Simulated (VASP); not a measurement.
```
Te
1.0
    2.22971    -3.86197     0.00000
    2.22971     3.86197     0.00000
    0.00000     0.00000     5.94079
Te
3
Direct
  0.00000   0.26725   0.66667
  0.73275   0.73275   0.00000
  0.26725   0.00000   0.33333
```

Level of theory: SCAN meta-GGA, VASP's PBE PAW potentials (set 64) (plane waves; VASP). Settings: 520 eV cut-off, 7×7×4 Γ-centred mesh, tetrahedra with Blöchl corrections, potentials Te.

The path is coarsely sampled, so an indirect gap can come out somewhat too large. Unless said otherwise, spin-orbit coupling is left out, though it shifts the bands of the heavy elements here.

Problem. Give the energies of bands 4 to 12 at the high-symmetry points, in eV from the valence-band maximum.

Solution. 
| band | Γ | M | K | A | L | H |
|---|---|---|---|---|---|---|
| 4 | -3.11 | -4.97 | -4.58 | -4.03 | -5.82 | -5.29 |
| 5 | -2.77 | -4.49 | -4.58 | -2.71 | -3.74 | -5.14 |
| 6 | -2.77 | -3.68 | -3.19 | -2.71 | -3.71 | -5.14 |
| 7 | -1.76 | -3.64 | -3.19 | -1.44 | -2.53 | -1.02 |
| 8 | -1.76 | -1.09 | -2.94 | -1.11 | -2.20 | -0.01 |
| 9 | -0.92 | -0.87 | -2.81 | -1.11 | -0.20 | -0.01 |
| 10 | 1.08 | 0.97 | 3.00 | 0.56 | 0.81 | 0.21 |
| 11 | 1.08 | 1.03 | 3.00 | 0.63 | 2.04 | 1.47 |
| 12 | 1.75 | 3.21 | 3.33 | 0.63 | 2.71 | 1.47 |

The gap is indirect, 0.21 eV, from the valence maximum at L-H at 0.80 to the conduction minimum at H.

The compound is Te in the trig structure. It was relaxed first.
